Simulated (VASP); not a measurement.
Input:

```xyz
2
Lattice="0.0000 2.2594 2.2594 2.2594 0.0000 2.2594 2.2594 2.2594 0.0000" Properties=species:S:1:pos:R:3 pbc="T T T"
Ga     0.0000     0.0000     0.0000
N      1.1297     1.1297     1.1297
```

All values below come from revTPSS meta-GGA, VASP's PBE PAW potentials (set 64) (plane waves; VASP). Run with 520 eV cut-off, 11×11×11 Γ-centred mesh, tetrahedra with Blöchl corrections, potentials Ga_d N.

Question: Predict the energy per atom (σ→0), band gap (over mesh and band path) with the smallest direct gap where there is one.

Answer: 
The band gap (over mesh and band path) comes out as 1.52 eV and the smallest direct gap (over mesh and band path) is 1.52 eV. The energy per atom (σ→0) is -3898 meV/atom.

The compound is GaN in the zinc blende structure, a metastable form; wurtzite is the usual one. It was relaxed first.
